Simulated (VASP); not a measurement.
BaS (rock salt): the lattice constant a from VASP (plane waves, PAW) at several levels of theory. Static lattice. The measured value holds thermal and zero-point effects that the static calculation lacks.

| level | lattice constant a (Å) | error against measurement |
|---|---|---|
| LDA | 6.304 | -1.3 % |
| PBE | 6.457 | +1.1 % |
| PBEsol | 6.363 | -0.4 % |
| PW91 | 6.451 | +1.0 % |
| PBE-D3 (zero damping) | 6.410 | +0.3 % |
| vdW-DF2 | 6.562 | +2.7 % |
| vdW-DF-cx | 6.377 | -0.2 % |
| MS2 | 6.428 | +0.6 % |
| SCAN | 6.442 | +0.8 % |
| r2SCAN | 6.452 | +1.0 % |

Measured: 6.389 Å (as given by M J Lucero et al., Journal of Physics Condensed Matter (2012), arXiv:1111.4515).

The cell of the LDA run:

```xyz
2
Lattice="0.0000 3.1518 3.1518 3.1518 0.0000 3.1518 3.1518 3.1518 0.0000" Properties=species:S:1:pos:R:3 pbc="T T T"
Ba     0.0000     0.0000     0.0000
S      3.1518     3.1518     3.1518
```

Only levels that ran to the end are used. Left out are those held back, those with too coarse a band path, GW runs whose mesh misses a band edge, hybrids' fits of cells that aren't cubic and levels without matching references; a question may draw on a part of the rest.

The compound is BaS in the rock salt structure.
